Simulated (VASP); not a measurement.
Given:

```
CELL_PARAMETERS angstrom
      0.00000     2.33311     2.33311
      2.33311     0.00000     2.33311
      2.33311     2.33311     0.00000
ATOMIC_POSITIONS crystal
  Zr 0.00000 0.00000 0.00000
  C  0.50000 0.50000 0.50000
```

These are PBE GGA, VASP's PBE PAW potentials (set 64) (plane waves; VASP) values and carry that method's errors. Settings: 400 eV cut-off, 10×10×10 Γ-centred mesh, first-order Methfessel-Paxton smearing of 0.20 eV, potentials Zr_sv C.

At this cut-off the stress carries a Pulay error, which pulls relaxed volumes low.

**Question.** Give the stress tensor in GPa (positive for a compressed cell).

**Answer.** 
```
5.70  0.00  0.00
0.00  5.70  0.00
0.00  0.00  5.70
```
The pressure is its mean diagonal, 5.70 GPa.

The structure comes from a computed database's ZrC entry; how it stands against other phases isn't given here. The cell was not relaxed at this level.
